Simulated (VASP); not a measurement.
# CdSi4O (F-43m) in VASP: a series of runs, part 3 of 3

VASP 6.6.1.

## 4. Band structure, AM05

File POSCAR:

```
CdSi4O
1.0
    0.0000000000      3.6017500000      3.6017500000
    3.6017500000      0.0000000000      3.6017500000
    3.6017500000      3.6017500000      0.0000000000
Cd Si O
1 4 1
Direct
    0.5000000000      0.5000000000      0.5000000000
    0.8767200000      0.8767200000      0.3698400000
    0.8767200000      0.3698400000      0.8767200000
    0.8767200000      0.8767200000      0.8767200000
    0.3698400000      0.8767200000      0.8767200000
    0.2500000000      0.2500000000      0.2500000000
```

File INCAR.step1:

```
  ALGO = Fast
  EDIFF = 1E-6
  ENCUT = 520
  GGA = AM
  ISIF = 2
  ISMEAR = -1
  LASPH = T
  LCHARG = T
  LREAL = F
  LWAVE = F
  NBANDS = 26
  NELM = 60
  PREC = Accurate
  SIGMA = 0.05
```

File KPOINTS.step1:

```
k-points
0
Gamma
  5 5 5
```

File INCAR.step2:

```
  ALGO = Fast
  EDIFF = 1E-6
  ENCUT = 520
  GGA = AM
  ICHARG = 11
  ISIF = 2
  ISMEAR = 0
  LASPH = T
  LCHARG = F
  LREAL = F
  LWAVE = F
  NBANDS = 26
  NELM = 60
  PREC = Accurate
  SIGMA = 0.05
```

File KPOINTS.step2:

```
path GXWKGLUWLK,UX
10
line-mode
reciprocal
 0.0000000000  0.0000000000  0.0000000000  G
 0.5000000000  0.0000000000  0.5000000000  X

 0.5000000000  0.0000000000  0.5000000000  X
 0.5000000000  0.2500000000  0.7500000000  W

 0.5000000000  0.2500000000  0.7500000000  W
 0.3750000000  0.3750000000  0.7500000000  K

 0.3750000000  0.3750000000  0.7500000000  K
 0.0000000000  0.0000000000  0.0000000000  G

 0.0000000000  0.0000000000  0.0000000000  G
 0.5000000000  0.5000000000  0.5000000000  L

 0.5000000000  0.5000000000  0.5000000000  L
 0.6250000000  0.2500000000  0.6250000000  U

 0.6250000000  0.2500000000  0.6250000000  U
 0.5000000000  0.2500000000  0.7500000000  W

 0.5000000000  0.2500000000  0.7500000000  W
 0.5000000000  0.5000000000  0.5000000000  L

 0.5000000000  0.5000000000  0.5000000000  L
 0.3750000000  0.3750000000  0.7500000000  K

 0.6250000000  0.2500000000  0.6250000000  U
 0.5000000000  0.0000000000  0.5000000000  X
```

Started as:

```console
$ cat potpaw_PBE.64/Cd/POTCAR potpaw_PBE.64/Si/POTCAR potpaw_PBE.64/O/POTCAR > POTCAR
$ cp INCAR.step1 INCAR
$ cp KPOINTS.step1 KPOINTS
$ mpirun -np 1 vasp_std > vasp.out
$ cp INCAR.step2 INCAR
$ cp KPOINTS.step2 KPOINTS
$ mpirun -np 1 vasp_std > vasp.out
```

Wall time 99 s (1 thread of Intel Xeon 6975P-C (Granite Rapids), shared host); peak memory 0.38 GiB.

Results (log left out):

- Band gap along the path: none (metal or under the smearing width)

Levels at the corners of the path, in eV from the Fermi level:
| point | band 15 | band 16 | band 17 | band 18 | band 19 | band 20 |
| --- | --- | --- | --- | --- | --- | --- |
| Γ | -1.67 | -1.67 | -1.67 | -1.32 | -0.81 | -0.81 |
| X | -1.01 | 0.54 | 0.54 | 0.61 | 1.33 | 1.51 |
| X | -1.01 | 0.54 | 0.54 | 0.61 | 1.33 | 1.51 |
| W | -0.94 | -0.91 | -0.46 | 1.20 | 1.61 | 1.81 |
| W | -0.94 | -0.91 | -0.46 | 1.20 | 1.61 | 1.81 |
| K | -0.87 | -0.84 | -0.42 | 0.30 | 1.03 | 2.90 |
| K | -0.87 | -0.84 | -0.42 | 0.30 | 1.03 | 2.90 |
| Γ | -1.67 | -1.67 | -1.67 | -1.32 | -0.81 | -0.81 |
| Γ | -1.67 | -1.67 | -1.67 | -1.32 | -0.81 | -0.81 |
| L | -0.73 | -0.73 | 0.14 | 0.74 | 0.74 | 0.92 |
| L | -0.73 | -0.73 | 0.14 | 0.74 | 0.74 | 0.92 |
| U | -0.87 | -0.84 | -0.42 | 0.30 | 1.03 | 2.90 |
| U | -0.87 | -0.84 | -0.42 | 0.30 | 1.03 | 2.90 |
| W | -0.94 | -0.91 | -0.46 | 1.20 | 1.61 | 1.81 |
| W | -0.94 | -0.91 | -0.46 | 1.20 | 1.61 | 1.81 |
| L | -0.73 | -0.73 | 0.14 | 0.74 | 0.74 | 0.92 |
| L | -0.73 | -0.73 | 0.14 | 0.74 | 0.74 | 0.92 |
| K | -0.87 | -0.84 | -0.42 | 0.30 | 1.03 | 2.90 |
| U | -0.87 | -0.84 | -0.42 | 0.30 | 1.03 | 2.90 |
| X | -1.01 | 0.54 | 0.54 | 0.61 | 1.33 | 1.51 |

Caveat: the log is that of the step along the path at fixed density, whose energy, stress, charges and moments have no meaning; the PAW data sets were made with another functional, which shifts forces and pressure a little.

## 5. Band structure, PW91

POSCAR is that of step 4.

INCAR.step1: that of step 4 with these lines changed.

```diff
@@ -3,3 +3,3 @@
   ENCUT = 520
-  GGA = AM
+  GGA = 91
   ISIF = 2
```

KPOINTS.step1 is that of step 4.

INCAR.step2: that of step 4 with these lines changed.

```diff
@@ -3,3 +3,3 @@
   ENCUT = 520
-  GGA = AM
+  GGA = 91
   ICHARG = 11
```

KPOINTS.step2 is that of step 4.

Started as:

```console
$ cat potpaw_PBE.64/Cd/POTCAR potpaw_PBE.64/Si/POTCAR potpaw_PBE.64/O/POTCAR > POTCAR
$ cp INCAR.step1 INCAR
$ cp KPOINTS.step1 KPOINTS
$ mpirun -np 1 vasp_std > vasp.out
$ cp INCAR.step2 INCAR
$ cp KPOINTS.step2 KPOINTS
$ mpirun -np 1 vasp_std > vasp.out
```

Run time: 89 s. Hardware: 1 thread of Intel Xeon 6975P-C (Granite Rapids), shared host; peak memory 0.38 GiB.

It converged, with:

```
Band gap along the path : none (metal or under the smearing width)
```

Levels at the corners of the path, in eV from the Fermi level:
```tsv
point	band 13	band 14	band 15	band 16	band 17	band 18	band 19	band 20	band 21	band 22
Γ	-3.94	-3.94	-1.63	-1.63	-1.63	-1.25	-0.79	-0.79	4.16	4.16
X	-1.19	-1.19	-0.99	0.56	0.56	0.61	1.37	1.50	2.05	2.99
X	-1.19	-1.19	-0.99	0.56	0.56	0.61	1.37	1.50	2.05	2.99
W	-2.71	-1.15	-0.91	-0.90	-0.46	1.20	1.59	1.80	2.06	4.59
W	-2.71	-1.15	-0.91	-0.90	-0.46	1.20	1.59	1.80	2.06	4.59
K	-1.84	-1.47	-0.87	-0.83	-0.41	0.31	1.03	2.91	3.16	3.73
K	-1.84	-1.47	-0.87	-0.83	-0.41	0.31	1.03	2.91	3.16	3.73
Γ	-3.94	-3.94	-1.63	-1.63	-1.63	-1.25	-0.79	-0.79	4.16	4.16
Γ	-3.94	-3.94	-1.63	-1.63	-1.63	-1.25	-0.79	-0.79	4.16	4.16
L	-4.02	-1.74	-0.72	-0.72	0.17	0.75	0.75	0.92	2.48	2.48
L	-4.02	-1.74	-0.72	-0.72	0.17	0.75	0.75	0.92	2.48	2.48
U	-1.84	-1.47	-0.87	-0.83	-0.41	0.31	1.03	2.91	3.16	3.73
U	-1.84	-1.47	-0.87	-0.83	-0.41	0.31	1.03	2.91	3.16	3.73
W	-2.71	-1.15	-0.91	-0.90	-0.46	1.20	1.59	1.80	2.06	4.59
W	-2.71	-1.15	-0.91	-0.90	-0.46	1.20	1.59	1.80	2.06	4.59
L	-4.02	-1.74	-0.72	-0.72	0.17	0.75	0.75	0.92	2.48	2.48
L	-4.02	-1.74	-0.72	-0.72	0.17	0.75	0.75	0.92	2.48	2.48
K	-1.84	-1.47	-0.87	-0.83	-0.41	0.31	1.03	2.91	3.16	3.73
U	-1.84	-1.47	-0.87	-0.83	-0.41	0.31	1.03	2.91	3.16	3.73
X	-1.19	-1.19	-0.99	0.56	0.56	0.61	1.37	1.50	2.05	2.99
```

Caveat: the log is that of the step along the path at fixed density, whose energy, stress, charges and moments have no meaning; the PAW data sets were made with another functional, which shifts forces and pressure a little.

## 6. Band structure, r2SCAN

File INCAR:

```
  ALGO = Normal
  EDIFF = 1E-6
  ENCUT = 520
  ISIF = 2
  ISMEAR = -1
  LASPH = T
  LCHARG = F
  LMIXTAU = T
  LREAL = F
  LWAVE = F
  METAGGA = R2SCAN
  NBANDS = 26
  NELM = 60
  PREC = Accurate
  SIGMA = 0.05
```

File KPOINTS:

```
k-points
0
Gamma
  5 5 5
```

POSCAR is that of step 5.

File KPOINTS_OPT:

```
path GXWKGLUWLK,UX
10
line-mode
reciprocal
 0.0000000000  0.0000000000  0.0000000000  G
 0.5000000000  0.0000000000  0.5000000000  X

 0.5000000000  0.0000000000  0.5000000000  X
 0.5000000000  0.2500000000  0.7500000000  W

 0.5000000000  0.2500000000  0.7500000000  W
 0.3750000000  0.3750000000  0.7500000000  K

 0.3750000000  0.3750000000  0.7500000000  K
 0.0000000000  0.0000000000  0.0000000000  G

 0.0000000000  0.0000000000  0.0000000000  G
 0.5000000000  0.5000000000  0.5000000000  L

 0.5000000000  0.5000000000  0.5000000000  L
 0.6250000000  0.2500000000  0.6250000000  U

 0.6250000000  0.2500000000  0.6250000000  U
 0.5000000000  0.2500000000  0.7500000000  W

 0.5000000000  0.2500000000  0.7500000000  W
 0.5000000000  0.5000000000  0.5000000000  L

 0.5000000000  0.5000000000  0.5000000000  L
 0.3750000000  0.3750000000  0.7500000000  K

 0.6250000000  0.2500000000  0.6250000000  U
 0.5000000000  0.0000000000  0.5000000000  X
```

Potentials or basis: VASP PAW PBE potentials, release 64 (Cd, Si, O).

Started as:

```console
$ cat potpaw_PBE.64/Cd/POTCAR potpaw_PBE.64/Si/POTCAR potpaw_PBE.64/O/POTCAR > POTCAR
$ mpirun -np 1 vasp_std > vasp.out
```

Wall time 4.1 min (1 thread of Intel Xeon 6975P-C (Granite Rapids), shared host); peak memory 0.26 GiB.

Results (log left out):

- Free energy: -57.0731 eV
- Pressure: -2.4 GPa
- Largest force: 0.127 eV/Å
- Band gap along the path: none (metal or under the smearing width)

Forces in eV/Å, atoms in the order of the input:
```
Cd   0.000  0.000  0.000
Si  -0.073 -0.073  0.073
Si  -0.073  0.073 -0.073
Si   0.073  0.073  0.073
Si   0.073 -0.073 -0.073
O    0.000  0.000  0.000
```

Levels at the corners of the path, in eV from the Fermi level:
```tsv
point	band 14	band 15	band 16	band 17	band 18	band 19	band 20	band 21
Γ	-4.22	-1.71	-1.71	-1.71	-1.10	-0.91	-0.91	4.44
X	-1.23	-1.05	0.52	0.52	0.70	1.44	1.48	2.20
X	-1.23	-1.05	0.52	0.52	0.70	1.44	1.48	2.20
W	-1.19	-0.99	-0.96	-0.52	1.22	1.73	1.99	2.16
W	-1.19	-0.99	-0.96	-0.52	1.22	1.73	1.99	2.16
K	-1.53	-0.92	-0.91	-0.47	0.41	1.06	3.05	3.37
K	-1.53	-0.92	-0.91	-0.47	0.41	1.06	3.05	3.37
Γ	-4.22	-1.71	-1.71	-1.71	-1.10	-0.91	-0.91	4.44
Γ	-4.22	-1.71	-1.71	-1.71	-1.10	-0.91	-0.91	4.44
L	-1.81	-0.80	-0.80	0.36	0.78	0.78	0.93	2.62
L	-1.81	-0.80	-0.80	0.36	0.78	0.78	0.93	2.62
U	-1.53	-0.92	-0.91	-0.47	0.41	1.06	3.05	3.37
U	-1.53	-0.92	-0.91	-0.47	0.41	1.06	3.05	3.37
W	-1.19	-0.99	-0.96	-0.52	1.22	1.73	1.99	2.16
W	-1.19	-0.99	-0.96	-0.52	1.22	1.73	1.99	2.16
L	-1.81	-0.80	-0.80	0.36	0.78	0.78	0.93	2.62
L	-1.81	-0.80	-0.80	0.36	0.78	0.78	0.93	2.62
K	-1.53	-0.92	-0.91	-0.47	0.41	1.06	3.05	3.37
U	-1.53	-0.92	-0.91	-0.47	0.41	1.06	3.05	3.37
X	-1.23	-1.05	0.52	0.52	0.70	1.44	1.48	2.20
```

Caveat: the PAW data sets were made with another functional, which shifts forces and pressure a little.
